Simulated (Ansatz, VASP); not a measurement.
# PbO: VASP beside Ansatz

One calculation is typed for both programs; each brings its own data sets and cutoff. How far apart do they land? The cell is taken from a series of VASP runs on this material, whose earlier steps may have relaxed, scaled or displaced it; both programs get it as it stands. Other levels of theory on this material are compared in a session of their own.

Calculated with Ansatz 0.2.0; plane waves, with VASP 6.6.1 beside it; band structure at LDA, spin-orbit coupling.

### Step 1. Set-up

It takes space group P4/nmm (No. 129, tetragonal). The conventional cell has a = 3.990 Å, b = 3.990 Å, c = 5.010 Å, α = 90.00°, β = 90.00°, γ = 90.00°. Pb has 4 O at 2.31 Å nearest. O has 4 Pb at 2.31 Å nearest. Farther neighbours and most contacts between anions are not listed.

Coordinates:

```
Pb O
1.0
     3.99000    0.00000    0.00000
     0.00000    3.99000    0.00000
     0.00000    0.00000    5.01000
Pb O
2 2
Cartesian
  0.0000 1.9950 1.1691
  1.9950 0.0000 3.8409
  0.0000 0.0000 0.0000
  1.9950 1.9950 0.0000
```

### Step 2. VASP: band structure, LDA, spin-orbit coupling

The same path points are solved in both programs, so levels can be compared one by one.

Lines of VASP's logs that name or quote its potential files are left out, and so is its time.

The input, INCAR:

```
SYSTEM = PbO
PREC = Accurate
ENCUT = 520
EDIFF = 1E-06
NELM = 100
ISMEAR = 0
SIGMA = 0.02
LREAL = .FALSE.
ALGO = Normal
GGA = CA
LNONCOLLINEAR = .TRUE.
MAGMOM = 0 0 0 0 0 0 0 0 0 0 0 0
NBANDS = 52
GGA_COMPAT = .FALSE.
LASPH = .TRUE.
LSORBIT = .TRUE.
LORBIT = 11
LWAVE = .FALSE.
LCHARG = .FALSE.
KPAR = 4
ISIF = 2
```

The input, POSCAR:

```
PbO
1.0
    3.9900000000      0.0000000000      0.0000000000
    0.0000000000      3.9900000000      0.0000000000
    0.0000000000      0.0000000000      5.0100000000
Pb O
2 2
Direct
    0.0000000000      0.5000000000      0.2333557641
    0.5000000000      0.0000000000      0.7666442359
    0.0000000000      0.0000000000      0.0000000000
    0.5000000000      0.5000000000      0.0000000000
```

The input, KPOINTS:

```
Automatic mesh
0
Gamma
8 8 6
0 0 0
```

The input, KPOINTS_OPT:

```
Line mode
16
Line-mode
Reciprocal
  0.00000000   0.00000000   0.00000000 GAMMA
  0.00000000   0.50000000   0.00000000 X

  0.00000000   0.50000000   0.00000000 X
  0.50000000   0.50000000   0.00000000 M

  0.50000000   0.50000000   0.00000000 M
  0.00000000   0.00000000   0.00000000 GAMMA

  0.00000000   0.00000000   0.00000000 GAMMA
  0.00000000   0.00000000   0.50000000 Z

  0.00000000   0.00000000   0.50000000 Z
  0.00000000   0.50000000   0.50000000 R

  0.00000000   0.50000000   0.50000000 R
  0.50000000   0.50000000   0.50000000 A

  0.50000000   0.50000000   0.50000000 A
  0.00000000   0.00000000   0.50000000 Z

  0.00000000   0.50000000   0.00000000 X
  0.00000000   0.50000000   0.50000000 R

  0.50000000   0.50000000   0.00000000 M
  0.50000000   0.50000000   0.50000000 A
```

The projector-augmented-wave data sets are Pb_d and O (LDA family, release 64).

Command:

```console
> mpirun -np 4 vasp_ncl
```

Numbers of over 12 decimals in the logs are rounded to 6 here.

Log:

```text
[banner, memory and clock lines left out]
running    4 mpi-ranks, on    1 nodes
 distrk:  each k-point on    1 cores,    4 groups
 distr:  one band on    1 cores,    1 groups

 POSCAR found type information on POSCAR PbO
 POSCAR found :  2 types and       4 ions
 LDA part: xc-table for (Slater(with rela. corr.)+CA(PZ))
 , standard interpolation
 POSCAR, INCAR and KPOINTS ok, starting setup
 FFT: planning ... GRIDC
 FFT: planning ... GRID_SOFT
 FFT: planning ... GRID
 WAVECAR not read
 entering main loop
       N       E                     dE             d eps       ncg     rms          rms(c)
DAV:   1     0.542028189536E+03    0.54203E+03   -0.18733E+04  6244   0.183E+03
DAV:   2     0.665428739868E+02   -0.47549E+03   -0.45068E+03  6456   0.516E+02
DAV:   3    -0.225213066873E+02   -0.89064E+02   -0.83851E+02  7816   0.243E+02
DAV:   4    -0.292352200084E+02   -0.67139E+01   -0.66159E+01  8180   0.683E+01
DAV:   5    -0.294024363623E+02   -0.16722E+00   -0.16681E+00  8092   0.123E+01    0.117E+01
DAV:   6    -0.253765919241E+02    0.40258E+01   -0.14761E+01  9624   0.429E+01    0.520E+00
DAV:   7    -0.252203485419E+02    0.15624E+00   -0.26239E+00  8280   0.149E+01    0.249E+00
DAV:   8    -0.251752547344E+02    0.45094E-01   -0.58328E-01  8688   0.532E+00    0.746E-01
DAV:   9    -0.251571967026E+02    0.18058E-01   -0.28063E-02  9700   0.289E+00    0.179E-01
DAV:  10    -0.251580664789E+02   -0.86978E-03   -0.87841E-03  8100   0.843E-01    0.110E-01
DAV:  11    -0.251582999013E+02   -0.23342E-03   -0.65676E-04 10460   0.268E-01    0.704E-02
DAV:  12    -0.251581891855E+02    0.11072E-03   -0.43477E-04  9212   0.323E-01    0.274E-02
DAV:  13    -0.251581819421E+02    0.72434E-05   -0.72906E-05  8860   0.911E-02    0.151E-02
DAV:  14    -0.251581808087E+02    0.11334E-05   -0.11799E-05  8308   0.267E-02    0.754E-03
DAV:  15    -0.251581802208E+02    0.58788E-06   -0.54146E-07  3740   0.763E-03
   1 F= -.25158180E+02 E0= -.25158180E+02  d E =-.660190E-33  mag=    -0.0000     0.0000    -0.0000
 Start KPOINTS_OPT (optional k-point list driver)
k-point batch [1-60\144]
       N       E                     dE             ncg
DAV:   1     0.178831633203E+05   -0.17988E+05     6240
DAV:   2    -0.972155799634E+04   -0.27605E+05     6404
DAV:   3    -0.146450260787E+05   -0.49235E+04     7588
DAV:   4    -0.150674190467E+05   -0.42239E+03     8200
DAV:   5    -0.150801598539E+05   -0.12741E+02     8144
DAV:   6    -0.150807085389E+05   -0.54869E+00     8372
DAV:   7    -0.150807411500E+05   -0.32611E-01     9228
DAV:   8    -0.150807421087E+05   -0.95872E-03     8896
DAV:   9    -0.150807421238E+05   -0.15097E-04     6880
DAV:  10    -0.150807421247E+05   -0.93370E-06     4660
[...]
k-point batch [121-144\144]
       N       E                     dE             ncg
DAV:   1     0.469002174999E+05   -0.24458E+05     2496
DAV:   2     0.359372365025E+05   -0.10963E+05     2624
DAV:   3     0.340909856937E+05   -0.18463E+04     3048
DAV:   4     0.339401212281E+05   -0.15086E+03     3264
DAV:   5     0.339357936309E+05   -0.43276E+01     3220
DAV:   6     0.339356043929E+05   -0.18924E+00     3332
DAV:   7     0.339355932571E+05   -0.11136E-01     3644
DAV:   8     0.339355930107E+05   -0.24638E-03     3472
DAV:   9     0.339355930058E+05   -0.49127E-05     2608
DAV:  10     0.339355930055E+05   -0.31006E-06     1744
```

Parts of OUTCAR (step 2):

```text
ion  position               nearest neighbor table
   1  0.000  0.500  0.233-   3 2.31   4 2.31   3 2.31   4 2.31   2 3.66   2 3.66   2 3.66   2 3.66
                             2 3.89   2 3.89   2 3.89   2 3.89
   2  0.500  0.000  0.767-   3 2.31   4 2.31   4 2.31   3 2.31   1 3.66   1 3.66   1 3.66   1 3.66
                             1 3.89   1 3.89   1 3.89   1 3.89
   3  0.000  0.000  0.000-   1 2.31   2 2.31   1 2.31   2 2.31
   4  0.500  0.500  0.000-   1 2.31   2 2.31   2 2.31   1 2.31

  LATTYP: Found a simple tetragonal cell.
 ALAT       =     3.9900000000
 C/A-ratio  =     1.2556390977

 Subroutine GETGRP returns: Found 16 space group operations
 (whereof  8 operations were pure point group operations)

The static configuration has the point symmetry D_2d.
 The point group associated with its full space group is D_4h.

 Found     60 irreducible k-points:

   k-points           NKPTS =     60   k-points in BZ     NKDIM =     60   number of bands    NBANDS=     52

   dimension x,y,z NGX =    30 NGY =   30 NGZ =   40
   dimension x,y,z NGXF=    60 NGYF=   60 NGZF=   80

   ENCUT  =  520.0 eV  38.22 Ry    6.18 a.u.   7.42  7.42  9.32*2*pi/ulx,y,z

   NELECT =      40.0000    total number of electrons

 k-points in reciprocal lattice and weights: Automatic mesh
   0.00000000  0.00000000  0.00000000       0.003
   0.12500000  0.00000000  0.00000000       0.010
   0.25000000  0.00000000  0.00000000       0.010
   0.37500000  0.00000000  0.00000000       0.010
   0.50000000  0.00000000  0.00000000       0.005
   0.12500000  0.12500000  0.00000000       0.010
   0.25000000  0.12500000  0.00000000       0.021
   0.37500000  0.12500000  0.00000000       0.021
   0.50000000  0.12500000  0.00000000       0.010
[...]
0.50000000  0.37500000  0.50000000       0.010
   0.50000000  0.50000000  0.50000000       0.003

 average (electrostatic) potential at core
       1 -91.3839       2 -91.3839       3 -70.7144       4 -70.7144

 E-fermi :   4.8979

 k-point     1 :       0.0000    0.0000    0.0000
  band No.  band energies     occupation
    ...
     36       2.9953      1.00000
     37       3.0362      1.00000
     38       3.0362      1.00000
     39       4.7093      1.00000
     40       4.7093      1.00000
     41       6.8934      0.00000
     42       6.8934      0.00000
     43       9.1352      0.00000
     44       9.1352      0.00000
     45      10.0632      0.00000
    ...

 k-point     2 :       0.1250    0.0000    0.0000
  band No.  band energies     occupation
    ...
     36       2.8630      1.00000
     37       2.9935      1.00000
     38       2.9935      1.00000
     39       4.7338      1.00000
     40       4.7338      1.00000
     41       7.3027      0.00000
     42       7.3027      0.00000
     43       8.8352      0.00000
     44       8.8352      0.00000
     45       9.8780      0.00000
    ...

 k-point     3 :       0.2500    0.0000    0.0000
  band No.  band energies     occupation
    ...
     36       2.5609      1.00000
     37       2.7376      1.00000
     38       2.7376      1.00000
     39       4.5614      1.00000
     40       4.5614      1.00000
     41       7.9228      0.00000
     42       7.9228      0.00000
     43       8.2749      0.00000
     44       8.2749      0.00000
     45       9.7382      0.00000
    ...

  Total       -1.1312214     -1.1312214     -0.4672978      0.0000000      0.0000000      0.0000000
  in kB      -22.7234718    -22.7234718     -9.3868709      0.0000000      0.0000000      0.0000000
  external PRESSURE =     -18.2779382 kB  Pullay stress =       0.0000000 kB

  energy-cutoff  :      520.00
  volume of cell :       79.76
      direct lattice vectors                 reciprocal lattice vectors
     3.990000000  0.000000000  0.000000000     0.250626566  0.000000000  0.000000000
     0.000000000  3.990000000  0.000000000     0.000000000  0.250626566  0.000000000
     0.000000000  0.000000000  5.010000000     0.000000000  0.000000000  0.199600798

 POSITION                                       TOTAL-FORCE (eV/Angst)
 -----------------------------------------------------------------------------------
      0.00000      1.99500      1.16911         0.000000      0.000000      0.021103
      1.99500      0.00000      3.84089        -0.000000      0.000000     -0.021103
      0.00000      0.00000      0.00000         0.000000     -0.000000      0.000000
      1.99500      1.99500      0.00000         0.000000      0.000000      0.000000
 -----------------------------------------------------------------------------------
    total drift:                                0.000000      0.000000     -0.000000

  FREE ENERGIE OF THE ION-ELECTRON SYSTEM (eV)
  ---------------------------------------------------
  free  energy   TOTEN  =       -25.1581802208 eV

  energy  without entropy=      -25.1581802208  energy(sigma->0) =      -25.15818022

 Spin-Orbit-Coupling matrix elements
 Ion:    1  E_soc:     -0.7948913
 Ion:    2  E_soc:     -0.7948913
 Ion:    3  E_soc:     -0.0010066
 Ion:    4  E_soc:     -0.0010066

 total charge
# of ion       s       p       d       tot
------------------------------------------
    1        1.370   0.650   9.880  11.900
    2        1.370   0.650   9.880  11.900
    3        1.569   3.368   0.000   4.937
    4        1.569   3.368   0.000   4.937
--------------------------------------------------
tot          5.878   8.037  19.760  33.675

 magnetization (x)
# of ion       s       p       d       tot
------------------------------------------
    1        0.000   0.000   0.000   0.000
    2        0.000   0.000   0.000   0.000
    3        0.000   0.000   0.000   0.000
    4        0.000   0.000   0.000   0.000
--------------------------------------------------
tot          0.000   0.000   0.000   0.000

 magnetization (y)
# of ion       s       p       d       tot
------------------------------------------
    1       -0.000   0.000  -0.000  -0.000
    2       -0.000   0.000   0.000  -0.000
    3        0.000   0.000   0.000   0.000
    4        0.000   0.000   0.000   0.000
--------------------------------------------------
tot         -0.000   0.000  -0.000  -0.000

 magnetization (z)
# of ion       s       p       d       tot
------------------------------------------
    1        0.000   0.000   0.000   0.000
    2        0.000   0.000   0.000   0.000
    3       -0.000   0.000   0.000  -0.000
    4        0.000  -0.000   0.000  -0.000
--------------------------------------------------
tot          0.000  -0.000   0.000  -0.000

[... 3 further parts left out ...]
```

The run ends at a pressure of -1.83 GPa, with forces up to 0.021 eV/Å.

(Part 1 of 2 ends here.)

[Lines on the potential files, build, host, timing and source positions are cut from VASP's logs without a mark.]

[Logs are printed without paths, hosts, clocks, repeated set-up lines and the standing remarks that a program may print on its own settings, such as how far it seeks lower states.]

[Hosts, paths, dates, database ids (printed as entryN), source tags and the programs' standing remarks are cut or masked in the printed files.]
